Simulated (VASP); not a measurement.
## Bulk modulus of zinc-blende II-VI compounds: r2SCAN against PBE

VASP (plane waves, PAW); cells keep the symmetry of their structure type. Static lattice, from a third-order Birch-Murnaghan fit over five volumes at each level.

Here x stands for PBE B0 and y for r2SCAN B0.

```csv
solid,PBE B0 (GPa),r2SCAN B0 (GPa),cut-off (eV)
HgTe,34.1,40.0,520
CdTe,35.1,40.3,520
CdS,53.3,60.5,520
BeTe,56.5,59.7,520
ZnSe,56.7,?,520
ZnS,69.3,78.1,520
BeS,92.8,97.1,520
```

### Question
Using a straight line, estimate the missing y at x = 56.7 from the other rows, showing the fit.

### Answer
With u = x - 57, the rows have u = -22.900, -21.900, -3.700, -0.500, 12.300, 35.800. Means: u -0.15000, y 62.62. About the means, the sum of products is 2440.9 and the sum of squares of u is 2450.8; the slope is their ratio. Least squares gives y = 62.77 + 0.9960·u. Residuals (row less fit): 0.04, -0.66, 1.42, -2.57, 3.08, -1.33; standard error 2.25 (degrees of freedom: 4). The slope is 0.996 with a standard error of 0.045. At the withheld row, u = -0.300, so y = 62.77 + 0.9960 × (-0.300) = 62.47 GPa. The calculation gives 65.8 GPa, 3.33 GPa above the prediction (5.8 % of the range of y in the table). The row lies between fitted rows. From the scatter of the fitted rows alone, a prediction at this place has a standard error of 2.43 GPa, so the miss is 1.4 times that.

CdS is here a metastable form; wurtzite is the usual one. The rows are a random draw from the solids of this series computed here; series whose standard error about the line passes 12 to 30 % of the range of y, or with no trend, aren't shown in this form.
